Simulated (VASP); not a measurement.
Level of theory: PBEsol GGA, VASP's PBE PAW potentials (set 64) (plane waves; VASP 6.6.1).

Input for VASP

### KPOINTS
```
K-points
0
G
  6 6 2
0 0 0
```

### INCAR
```
# general
SYSTEM =AlGa3As4
PREC   =Accurate
ENCUT  =400   # plane-wave cut-off (eV)
LREAL  =F
LASPH  =T   # aspherical one-centre terms

# electronic loop
EDIFF  =1E-6   # SCF stop (eV)
NELM   =100   # most electronic steps
ALGO   =Normal   # blocked Davidson
LMAXMIX=4   # l cut-off of mixed one-centre charges

# smearing
ISMEAR =0   # Gaussian
SIGMA  =0.05   # width (eV)

# functional
GGA    =PS

# ions
IBRION =2
NSW    =60   # most ionic steps
ISIF   =3
EDIFFG =-0.02   # ionic stop

# output
LWAVE  =F
LCHARG =F
```

**POSCAR**
```
AlGa3As4
1.0
  0.0000000000   2.8381710930   2.8381710930
  2.8381710930   0.0000000000   2.8381710930
 11.3328832808  11.3328832808   0.0198010911
Ga As Al
3 4 1
Cartesian
  2.8388655080   2.8388655080   5.6756477707
  5.6714721623   5.6714721623   5.6812122100
  5.6650029734   5.6650029734   0.0113392132
  1.4182983494   1.4182983494   1.4198727442
  4.2511703784   4.2511703784   1.4251718073
  7.0835357164   7.0835357164   1.4309775626
  9.9166958264   9.9166958264   1.4359885452
 11.3395141206  11.3395141206   5.6895124376
```

POTCAR, in this order: Ga_d As Al (PBE.64 set). Program: vasp_std.

Output

OSZICAR:
```
       N       E                     dE             d eps       ncg     rms          rms(c)
DAV:   1     0.444025011085E+03    0.44403E+03   -0.24358E+04  1657   0.182E+03
DAV:   2     0.284503983566E+02   -0.41557E+03   -0.40410E+03  1782   0.454E+02
DAV:   3    -0.348047558945E+02   -0.63255E+02   -0.60299E+02  1977   0.142E+02
DAV:   4    -0.380534941176E+02   -0.32487E+01   -0.32236E+01  1998   0.329E+01
DAV:   5    -0.381390490966E+02   -0.85555E-01   -0.85366E-01  2023   0.531E+00    0.606E+00
DAV:   6    -0.374136717898E+02    0.72538E+00   -0.12635E+00  2339   0.136E+01    0.341E+00
DAV:   7    -0.372780201863E+02    0.13565E+00   -0.76081E-01  1978   0.413E+00    0.990E-01
DAV:   8    -0.372729256611E+02    0.50945E-02   -0.12306E-01  2044   0.390E+00    0.256E-01
DAV:   9    -0.372728873553E+02    0.38306E-04   -0.11694E-02  2108   0.151E+00    0.869E-02
DAV:  10    -0.372730765644E+02   -0.18921E-03   -0.16639E-03  1921   0.485E-01    0.415E-02
DAV:  11    -0.372731955704E+02   -0.11901E-03   -0.30578E-04  2152   0.228E-01    0.154E-02
DAV:  12    -0.372732026155E+02   -0.70452E-05   -0.56167E-05  2229   0.986E-02    0.840E-03
DAV:  13    -0.372732053557E+02   -0.27401E-05   -0.12474E-05  1958   0.288E-02    0.240E-03
DAV:  14    -0.372732056064E+02   -0.25074E-06   -0.10882E-06  1094   0.247E-02
   1 F= -.37273206E+02 E0= -.37273206E+02  d E =-.372732E+02
       N       E                     dE             d eps       ncg     rms          rms(c)
DAV:   1    -0.372898260167E+02   -0.16621E-01   -0.27147E-01  2272   0.615E+00    0.749E-01
DAV:   2    -0.372776293983E+02    0.12197E-01   -0.39279E-02  2307   0.276E+00    0.348E-01
DAV:   3    -0.372741361289E+02    0.34933E-02   -0.60571E-03  2219   0.899E-01    0.693E-02
DAV:   4    -0.372739000521E+02    0.23608E-03   -0.14262E-03  2059   0.376E-01    0.227E-02
DAV:   5    -0.372738903898E+02    0.96623E-05   -0.11669E-04  2203   0.142E-01    0.816E-03
DAV:   6    -0.372738876690E+02    0.27208E-05   -0.33338E-05  2094   0.881E-02    0.389E-03
DAV:   7    -0.372738881317E+02   -0.46267E-06   -0.95562E-06  1747   0.389E-02
   2 F= -.37273888E+02 E0= -.37273888E+02  d E =-.682525E-03
       N       E                     dE             d eps       ncg     rms          rms(c)
DAV:   1    -0.372755160416E+02   -0.16284E-02   -0.25131E-02  2251   0.189E+00    0.226E-01
DAV:   2    -0.372744034363E+02    0.11126E-02   -0.35735E-03  2291   0.816E-01    0.106E-01
DAV:   3    -0.372740739391E+02    0.32950E-03   -0.57632E-04  2232   0.279E-01    0.204E-02
DAV:   4    -0.372740509599E+02    0.22979E-04   -0.12929E-04  2051   0.117E-01    0.701E-03
DAV:   5    -0.372740495639E+02    0.13960E-05   -0.10364E-05  1899   0.451E-02    0.280E-03
DAV:   6    -0.372740491150E+02    0.44893E-06   -0.31571E-06  1357   0.279E-02
   3 F= -.37274049E+02 E0= -.37274049E+02  d E =-.843509E-03
       N       E                     dE             d eps       ncg     rms          rms(c)
DAV:   1    -0.372740798508E+02   -0.30287E-04   -0.59353E-04  2264   0.290E-01    0.351E-02
DAV:   2    -0.372740529826E+02    0.26868E-04   -0.85887E-05  2320   0.128E-01    0.164E-02
DAV:   3    -0.372740456423E+02    0.73403E-05   -0.13431E-05  2208   0.428E-02    0.322E-03
DAV:   4    -0.372740452925E+02    0.34982E-06   -0.28943E-06  1337   0.174E-02
   4 F= -.37274045E+02 E0= -.37274045E+02  d E =-.839686E-03
```

**OUTCAR**
```
------------------------ aborting loop because EDIFF is reached ----------------------------------------
  FORCE on cell =-STRESS in cart. coord.  units (eV):
  Direction    XX          YY          ZZ          XY          YZ          ZX
  --------------------------------------------------------------------------------------
  Total        0.0377737      0.0377737      0.0377737     -0.0074020      0.0074020      0.0074020
  in kB        0.3332239      0.3332239      0.3332239     -0.0652971      0.0652971      0.0652971
  external PRESSURE =       0.3332239 kB  Pullay stress =       0.0000000 kB
  volume of cell :      181.62
      direct lattice vectors                 reciprocal lattice vectors
     0.000000000  2.832956933  2.832956933    -0.176581595  0.176406475  0.176581595
     2.832956933  0.000000000  2.832956933     0.176406475 -0.176581595  0.176581595
    11.320600885 11.320600885  0.011226847     0.044189178  0.044189178 -0.044189178
 POSITION                                       TOTAL-FORCE (eV/Angst)
 -----------------------------------------------------------------------------------
      2.83423      2.83423      5.66464         0.002835      0.002835     -0.002835
      5.66380      5.66380      5.66803         0.000983      0.000983     -0.000983
      5.65880      5.65880      0.00711        -0.011258     -0.011258      0.011258
      1.41600      1.41600      1.41695         0.006337      0.006337     -0.006337
      4.24530      4.24530      1.42061        -0.005553     -0.005553      0.005553
      7.07473      7.07473      1.42414        -0.001880     -0.001880      0.001880
      9.90510      9.90510      1.42673         0.006154      0.006154     -0.006154
     11.32581     11.32581      5.67193         0.002382      0.002382     -0.002382
 -----------------------------------------------------------------------------------
    total drift:                               -0.001905     -0.001905      0.001891
  FREE ENERGIE OF THE ION-ELECTRON SYSTEM (eV)
  ---------------------------------------------------
  free  energy   TOTEN  =       -37.2740452925 eV

  energy  without entropy=      -37.2740452925  energy(sigma->0) =      -37.27404529

 reached required accuracy - stopping structural energy minimisation
```
(Selected blocks of OUTCAR.)

### CONTCAR
```
AlGa3As4
   1.00000000000000
     0.0000000000000088    2.8329569330293056    2.8329569330292879
     2.8329569330293056    0.0000000000000088    2.8329569330292879
    11.3206008846509114   11.3206008846509114    0.0112268473665293
  Ga              As              Al
     3     4     1
Direct
     0.9997753110847587    0.9997753110847587    0.0001685166614306
     0.9998773964445498    0.9998773964445498    0.2500919526915863
     0.0002649536133725    0.0002649536133725    0.4998012848399679
     0.2499601882680070    0.2499601882680070    0.0625298588489939
     0.2501100368022473    0.2501100368022473    0.3124174723733193
     0.2502384270439702    0.2502384270439702    0.5623211797170207
     0.2501989102884515    0.2501989102884515    0.8123508172586609
     0.9995747765546377    0.9995747765546377    0.7503189176090204
```

The structure was generated: AlGa3As4 was put into an ordered model structure (R3m), which need not be its known phase. This run relaxes it. Symmetry was kept, so distortions that lower it aren't found. The start is the result of an earlier pass.
